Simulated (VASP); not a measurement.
Input:

```xyz
2
Lattice="0.0000 2.8583 2.8583 2.8583 0.0000 2.8583 2.8583 2.8583 0.0000" Properties=species:S:1:pos:R:3 pbc="T T T"
Pt     4.2874     4.2874     4.2874
Pt     2.8583     2.8583     2.8583
```

All values below come from r2SCAN meta-GGA, VASP's PBE PAW potentials (set 64) (plane waves; VASP 6.6.1). Settings: 400 eV cut-off, 12×12×12 Γ-centred mesh, tetrahedra with Blöchl corrections, potentials Pt.

Unless said otherwise, spin-orbit coupling is left out, though it shifts the bands of the heavy elements here.

Question: Predict the energy per atom (σ→0), band gap (over mesh and band path) with the smallest direct gap where there is one.

Answer: 
- band gap (over mesh and band path) = none (metal, semimetal or under 0.01 eV)
- energy per atom (σ→0) = -50.380 eV/atom

The absolute energy has meaning only against runs of the same code, potentials and settings.

The structure was generated: Pt was put into the diamond type (Fd-3m), which need not be its known phase. It was relaxed first, which changed the volume by +15 %.
